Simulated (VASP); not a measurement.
These are LDA (Ceperley-Alder, Perdew-Zunger), VASP's LDA PAW potentials (set 64) (plane waves; VASP) values and carry that method's errors.

VASP input:

### POSCAR
```
SiS2
4.168210
 -0.6409103668   0.6409103668   1.0000000000
  0.6409103668  -0.6409103668   1.0000000000
  0.6409103668   0.6409103668  -1.0000000000
Si S
2 4
Cart
 -0.0000000000   0.6409103668   0.5000000000
  0.0000000000   0.0000000000   0.0000000000
  0.3204551834   0.2781679174  -0.2500000000
  0.2781679174   0.9613655502   0.2500000000
  0.3204551834   0.3627424494   0.7500000000
  0.3627424494  -0.3204551834   1.2500000000
```

**INCAR**
```
SYSTEM  =  SiS2
PREC  =  Accurate; ENCUT  =  300; LREAL  =  .FALSE.
LASPH  =  .TRUE.
EDIFF  =  1E-6; NELM  =  100; ALGO  =  Normal
ISMEAR  =  0; SIGMA  =  0.01
ISIF  =  2
LWAVE  =  .FALSE.; LCHARG  =  .FALSE.
```

### KPOINTS
```
Automatic mesh
0
gamma
  7 7 7
```

POTCAR, in this order: Si S (LDA.64 set). Program: vasp_std.

What will the output report for the number of irreducible k-points (NKPTS), largest plane-wave count, number of space-group operations, FFT grid (NGX, NGY, NGZ)?

- number of irreducible k-points (NKPTS): 40
- largest plane-wave count: 1428
- number of space-group operations: 8
- FFT grid (NGX, NGY, NGZ): 32 × 32 × 32

The structure comes from a computed database's SiS2 entry; how it stands against other phases isn't given here. The cell was not relaxed at this level, and its volume differs by -5.9 % from the start's.
